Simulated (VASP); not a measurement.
An input for Ansatz (written as the equivalent of a VASP run, and not itself run):

Ansatz 0.2 input:
```yaml
crystal:
  lattice:
    - [10.4916930, 0.0000000, 0.0000000]
    - [0.0000000, 4.7349420, 0.0000000]
    - [0.0000000, 0.0000000, 17.7849540]
  atoms:
    - { symbol: Cs, position: [0.5841500, 0.2500000, 0.1699000] }
    - { symbol: Cs, position: [0.4158500, 0.7500000, 0.8301000] }
    - { symbol: Cs, position: [0.9158500, 0.7500000, 0.6699000] }
    - { symbol: Cs, position: [0.0841500, 0.2500000, 0.3301000] }
    - { symbol: Sn, position: [0.8413600, 0.2500000, 0.9381000] }
    - { symbol: Sn, position: [0.1586400, 0.7500000, 0.0619000] }
    - { symbol: Sn, position: [0.6586400, 0.7500000, 0.4381000] }
    - { symbol: Sn, position: [0.3413600, 0.2500000, 0.5619000] }
    - { symbol: I, position: [0.5268500, 0.7500000, 0.6156000] }
    - { symbol: I, position: [0.4731500, 0.2500000, 0.3844000] }
    - { symbol: I, position: [0.9731500, 0.2500000, 0.1156000] }
    - { symbol: I, position: [0.0268500, 0.7500000, 0.8844000] }
    - { symbol: I, position: [0.7940100, 0.7500000, 0.2913600] }
    - { symbol: I, position: [0.2059900, 0.2500000, 0.7086400] }
    - { symbol: I, position: [0.7059900, 0.2500000, 0.7913600] }
    - { symbol: I, position: [0.2940100, 0.7500000, 0.2086400] }
    - { symbol: I, position: [0.6661100, 0.7500000, 0.9986300] }
    - { symbol: I, position: [0.3338900, 0.2500000, 0.0013700] }
    - { symbol: I, position: [0.8338900, 0.2500000, 0.4986300] }
    - { symbol: I, position: [0.1661100, 0.7500000, 0.5013700] }
kpoints:
  mp_grid: { grid: [2, 3, 1] }
hamiltonian:
  xc: pbe
  pseudopotentials: { kind: paw }
scf:
  occupations: { method: gaussian, width: 0.01 }
  max_iter: 100
output: { forces: true, stress: true, eigenvalues: true }
```

Question: Write the VASP files for the same calculation (PBE).

Answer: This is not unique; one that fits is 
**INCAR**
```
! general
SYSTEM  = CsSnI3
PREC    = Accurate
ENCUT   = 300   ! plane-wave cut-off (eV)
LREAL   = Auto   ! projection in real space or not
LASPH   = T   ! aspherical one-centre terms

! electronic loop
EDIFF   = 1E-6
NELM    = 100
ALGO    = Normal
LMAXMIX = 4   ! l cut-off of mixed one-centre charges

! smearing
ISMEAR  = 0   ! Gaussian
SIGMA   = 0.01

! functional
GGA     = PE   ! PBE

! ions
ISIF    = 2   ! forces and stress, cell fixed

! output
LWAVE   = F
LCHARG  = F
```

### KPOINTS
```
Automatic mesh
0
Gamma
2 3 1
0 0 0
```

File POSCAR:
```
CsSnI3
1
   10.4916930000     0.0000000000     0.0000000000
    0.0000000000     4.7349420000     0.0000000000
    0.0000000000     0.0000000000    17.7849540000
Cs Sn I
4 4 12
Direct
  0.5841500000   0.2500000000   0.1699000000
  0.4158500000   0.7500000000   0.8301000000
  0.9158500000   0.7500000000   0.6699000000
  0.0841500000   0.2500000000   0.3301000000
  0.8413600000   0.2500000000   0.9381000000
  0.1586400000   0.7500000000   0.0619000000
  0.6586400000   0.7500000000   0.4381000000
  0.3413600000   0.2500000000   0.5619000000
  0.5268500000   0.7500000000   0.6156000000
  0.4731500000   0.2500000000   0.3844000000
  0.9731500000   0.2500000000   0.1156000000
  0.0268500000   0.7500000000   0.8844000000
  0.7940100000   0.7500000000   0.2913600000
  0.2059900000   0.2500000000   0.7086400000
  0.7059900000   0.2500000000   0.7913600000
  0.2940100000   0.7500000000   0.2086400000
  0.6661100000   0.7500000000   0.9986300000
  0.3338900000   0.2500000000   0.0013700000
  0.8338900000   0.2500000000   0.4986300000
  0.1661100000   0.7500000000   0.5013700000
```

POTCAR, in this order: Cs_sv Sn_d I (PBE.64 set). Program: vasp_std.

What does not carry over: each code has its own PAW files, so the cut-off isn't converted (ENCUT is set for VASP's; basis.ecutwfc is left out, and Ansatz then takes the one that its files recommend); Ansatz stops its SCF on the density residual and VASP on the energy change (EDIFF).

The structure comes from a computed database's CsSnI3 entry; how it stands against other phases isn't given here. The cell was not relaxed at this level. The k-mesh is coarse (spacing up to 0.44 per Å, 2π included), so the numbers may not be converged in it.
